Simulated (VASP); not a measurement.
Crystal: Ta3SiO4.

```
CELL_PARAMETERS angstrom
4.35062 0.00000 0.00000
0.00000 4.35062 0.00000
0.00000 0.00000 4.35062
ATOMIC_POSITIONS crystal
Ta 0.00000 0.50000 0.50000
Ta 0.50000 0.00000 0.50000
Ta 0.50000 0.50000 0.00000
Si 0.00000 0.00000 0.00000
O 0.50000 0.00000 0.00000
O 0.50000 0.50000 0.50000
O 0.00000 0.00000 0.50000
O 0.00000 0.50000 0.00000
```

The cell was built by a generator and needn't be a form met in nature.

The cell isn't the ideal one: species swapped into the Mg3CuO4 type (Pm-3m, No. 221).

| Item | Value |
| --- | --- |
| Program | VASP 6.6.1 |
| Task | relaxation of cell and atoms |
| Functional | PBE |
| Potentials or basis | VASP PAW PBE potentials, release 64 (Ta_pv, Si, O) |
| Cutoff | 600 eV |
| k mesh | 4 × 4 × 4 |
| Occupations | gaussian, width 0.1 eV |
| Spin | no spin polarisation |

At the start: pressure 27.1 GPa; volume 10.29 Å³/atom.

Problem. How do energy, volume and symmetry change on relaxing?

Solution. Over 3 steps the energy falls by 91.8 meV/atom and the volume is 11.52 Å³/atom (+11.9 %); space group Pm-3m (No. 221, to 0.05 Å).

The path:
| step | energy change (eV) | largest force (eV/Å) | pressure (GPa) | volume (Å³) |
| --- | --- | --- | --- | --- |
| 1 | 0.0000 | 0.0000 | 27.06 | 82.35 |
| 2 | 0.1353 | 0.0000 | -18.93 | 104.86 |
| 3 | -0.7345 | 0.0000 | -0.11 | 92.15 |

Final structure:
```
Ta Si O
1.0
     4.51684    0.00000    0.00000
     0.00000    4.51684    0.00000
     0.00000    0.00000    4.51684
Ta Si O
3 1 4
Direct
  0.00000 0.50000 0.50000
  0.50000 0.00000 0.50000
  0.50000 0.50000 0.00000
  0.00000 0.00000 0.00000
  0.50000 0.00000 0.00000
  0.50000 0.50000 0.50000
  0.00000 0.00000 0.50000
  0.00000 0.50000 0.00000
```

Caveat: the k mesh is coarse (spacing up to 0.36 Å⁻¹), so the values aren't converged; an odd number of electrons without spin polarisation forces a metal; a magnetic or distorted state may lie lower.
